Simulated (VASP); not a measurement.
Method: PBE GGA, VASP's PBE PAW potentials (set 64) (plane waves; VASP).

A VASP calculation is set up with these files.

KPOINTS:
```
kpoints
0
Gamma
6 6 6
0 0 0
```

File POSCAR:
```
CeO2
1.0
  0.0000000000   2.7318243075   2.7318243075
  2.7318243075   0.0000000000   2.7318243075
  2.7318243075   2.7318243075   0.0000000000
Ce O
1 2
Cartesian
  0.0000000000   0.0000000000   0.0000000000
  1.3659121538   1.3659121538   1.3659121538
  4.0977364613   4.0977364613   4.0977364613
```

**INCAR**
```
PSTRESS  =  50   # kbar
NSW  =  40   # most ionic steps
NELM  =  100
LWAVE  =  .FALSE.
SIGMA  =  0.05   # width (eV)
GGA  =  PE   # PBE
ISMEAR  =  0   # Gaussian
SYSTEM  =  CeO2
ENCUT  =  600
EDIFF  =  1E-7
LCHARG  =  .FALSE.
EDIFFG  =  -0.01
LASPH  =  .TRUE.   # aspherical one-centre terms
LMAXMIX  =  6   # l cut-off of mixed one-centre charges
IBRION  =  2   # conjugate gradients
ISIF  =  3   # ions, shape and volume
PREC  =  Accurate
ALGO  =  Normal   # blocked Davidson
LREAL  =  .FALSE.   # projection in real space or not
```

POTCAR, in this order: Ce O (PBE.64 set). Program: vasp_std.

Output of the run:

**OSZICAR**
```
       N       E                     dE             d eps       ncg     rms          rms(c)
DAV:   1     0.239899229603E+03    0.23990E+03   -0.12820E+04   512   0.221E+03
DAV:   2     0.176560864962E+02   -0.22224E+03   -0.21675E+03   792   0.320E+02
DAV:   3    -0.299688462289E+02   -0.47625E+02   -0.42375E+02   720   0.152E+02
DAV:   4    -0.317452412339E+02   -0.17764E+01   -0.17763E+01   744   0.348E+01
DAV:   5    -0.318380793143E+02   -0.92838E-01   -0.92833E-01   880   0.670E+00    0.291E+01
DAV:   6    -0.299651106246E+02    0.18730E+01   -0.98270E+01   744   0.593E+01    0.293E+01
DAV:   7    -0.284178445989E+02    0.15473E+01   -0.20706E+02   776   0.133E+02    0.207E+01
DAV:   8    -0.277649280016E+02    0.65292E+00   -0.39829E+00   616   0.213E+01    0.141E+01
DAV:   9    -0.263474396695E+02    0.14175E+01   -0.65291E+00   768   0.213E+01    0.214E+00
DAV:  10    -0.262989952662E+02    0.48444E-01   -0.25163E-01   904   0.453E+00    0.149E+00
DAV:  11    -0.262695179937E+02    0.29477E-01   -0.46593E-02   720   0.212E+00    0.122E+00
DAV:  12    -0.262364317304E+02    0.33086E-01   -0.13235E-01   768   0.341E+00    0.579E-01
DAV:  13    -0.262383301684E+02   -0.18984E-02   -0.97896E-02   784   0.290E+00    0.706E-01
DAV:  14    -0.262353669742E+02    0.29632E-02   -0.55661E-02   784   0.219E+00    0.250E-01
DAV:  15    -0.262350835090E+02    0.28347E-03   -0.46171E-03   760   0.649E-01    0.545E-02
DAV:  16    -0.262350779529E+02    0.55561E-05   -0.77267E-04   736   0.282E-01    0.525E-02
DAV:  17    -0.262350682344E+02    0.97185E-05   -0.47648E-04   736   0.214E-01    0.239E-02
DAV:  18    -0.262350631650E+02    0.50695E-05   -0.20616E-05   848   0.413E-02    0.149E-02
DAV:  19    -0.262350604264E+02    0.27386E-05   -0.12103E-05   792   0.305E-02    0.528E-03
DAV:  20    -0.262350594030E+02    0.10234E-05   -0.46982E-06   728   0.210E-02    0.279E-03
DAV:  21    -0.262350594295E+02   -0.26479E-07   -0.16273E-07   520   0.337E-03
   1 F= -.24962589E+02 E0= -.24962589E+02  d E =-.249626E+02
       N       E                     dE             d eps       ncg     rms          rms(c)
DAV:   1    -0.268385281911E+02   -0.60347E+00   -0.19384E+01   536   0.479E+01    0.139E+01
DAV:   2    -0.262734063991E+02    0.56512E+00   -0.37614E+00   720   0.208E+01    0.274E+00
DAV:   3    -0.262449711080E+02    0.28435E-01   -0.26324E+00   752   0.143E+01    0.385E+00
DAV:   4    -0.261428659227E+02    0.10211E+00   -0.69870E-01   752   0.790E+00    0.290E-01
DAV:   5    -0.261425757234E+02    0.29020E-03   -0.37177E-02   872   0.999E-01    0.231E-01
DAV:   6    -0.261428893641E+02   -0.31364E-03   -0.11160E-03   672   0.229E-01    0.215E-01
DAV:   7    -0.261444596809E+02   -0.15703E-02   -0.36469E-03   776   0.503E-01    0.107E-01
DAV:   8    -0.261444735259E+02   -0.13845E-04   -0.47468E-04   976   0.112E-01    0.554E-02
DAV:   9    -0.261444676740E+02    0.58519E-05   -0.43807E-05   720   0.535E-02    0.327E-02
DAV:  10    -0.261444675150E+02    0.15898E-06   -0.17755E-05   864   0.452E-02    0.501E-03
DAV:  11    -0.261444678180E+02   -0.30299E-06   -0.49417E-07   688   0.598E-03    0.206E-03
DAV:  12    -0.261444678204E+02   -0.24136E-08   -0.48541E-07   568   0.620E-03
   2 F= -.24949442E+02 E0= -.24949442E+02  d E =0.131471E-01
       N       E                     dE             d eps       ncg     rms          rms(c)
DAV:   1    -0.264597531603E+02   -0.31529E+00   -0.62439E+00   536   0.260E+01    0.834E+00
DAV:   2    -0.263818025501E+02    0.77951E-01   -0.38994E+00   768   0.210E+01    0.354E+00
DAV:   3    -0.262472093499E+02    0.13459E+00   -0.21252E+00   752   0.119E+01    0.243E+00
DAV:   4    -0.262196336021E+02    0.27576E-01   -0.29872E-01   760   0.523E+00    0.179E-01
DAV:   5    -0.262186174660E+02    0.10161E-02   -0.10004E-02   872   0.949E-01    0.338E-01
DAV:   6    -0.262187600490E+02   -0.14258E-03   -0.34778E-03   920   0.524E-01    0.110E-01
DAV:   7    -0.262188070143E+02   -0.46965E-04   -0.40735E-04   896   0.143E-01    0.904E-02
DAV:   8    -0.262187334238E+02    0.73591E-04   -0.11510E-03   840   0.315E-01    0.154E-02
DAV:   9    -0.262187388707E+02   -0.54468E-05   -0.62230E-05   696   0.546E-02    0.137E-02
DAV:  10    -0.262187399856E+02   -0.11149E-05   -0.43901E-06   752   0.144E-02    0.107E-02
DAV:  11    -0.262187398910E+02    0.94527E-07   -0.48520E-06   904   0.186E-02    0.174E-03
DAV:  12    -0.262187398042E+02    0.86809E-07   -0.88326E-08   400   0.301E-03
   3 F= -.24980474E+02 E0= -.24980474E+02  d E =-.178855E-01
```

OUTCAR:
```
------------------------ aborting loop because EDIFF is reached ----------------------------------------
  FORCE on cell =-STRESS in cart. coord.  units (eV):
  Direction    XX          YY          ZZ          XY          YZ          ZX
  --------------------------------------------------------------------------------------
  Total        1.2259125      1.2259125      1.2259125     -0.0000000      0.0000000     -0.0000000
  in kB       49.5012037     49.5012037     49.5012037     -0.0000000      0.0000000     -0.0000000
  external PRESSURE =      -0.4987963 kB  Pullay stress =      50.0000000 kB
  volume of cell :       39.68
      direct lattice vectors                 reciprocal lattice vectors
     0.000000000  2.707123714  2.707123714    -0.184697876  0.184697876  0.184697876
     2.707123714  0.000000000  2.707123714     0.184697876 -0.184697876  0.184697876
     2.707123714  2.707123714 -0.000000000     0.184697876  0.184697876 -0.184697876
 POSITION                                       TOTAL-FORCE (eV/Angst)
 -----------------------------------------------------------------------------------
      0.00000      0.00000      0.00000         0.000000      0.000000      0.000000
      1.35356      1.35356      1.35356         0.000000      0.000000     -0.000000
      4.06069      4.06069      4.06069        -0.000000     -0.000000     -0.000000
 -----------------------------------------------------------------------------------
    total drift:                                0.000000     -0.000000      0.000000
  FREE ENERGIE OF THE ION-ELECTRON SYSTEM (eV)
  ---------------------------------------------------
  free  energy   TOTEN  =       -26.2187398042 eV

  energy  without entropy=      -26.2187398042  energy(sigma->0) =      -26.21873980
  enthalpy is  TOTEN    =       -24.9804744350 eV   P V=        1.2382653692

 reached required accuracy - stopping structural energy minimisation
```
(Selected blocks of OUTCAR.)

**CONTCAR**
```
CeO2
   1.00000000000000
     0.0000000000000000    2.7071237135934578    2.7071237135934578
     2.7071237135934578    0.0000000000000000    2.7071237135934578
     2.7071237135934578    2.7071237135934578   -0.0000000000000000
  Ce              O
     1     2
Direct
     0.0000000000000000    0.0000000000000000    0.0000000000000000
     0.2500000000000000    0.2500000000000000    0.2500000000000000
     0.7500000000000000    0.7500000000000000    0.7500000000000000
```

Energy and stress use the plane-wave basis of the starting cell.

The compound is CeO2 in the fluorite structure. This run relaxes it under an external pressure of 5 GPa. Symmetry was kept, so distortions that lower it aren't found. The run is not spin-polarised, so no magnetic state was tried.
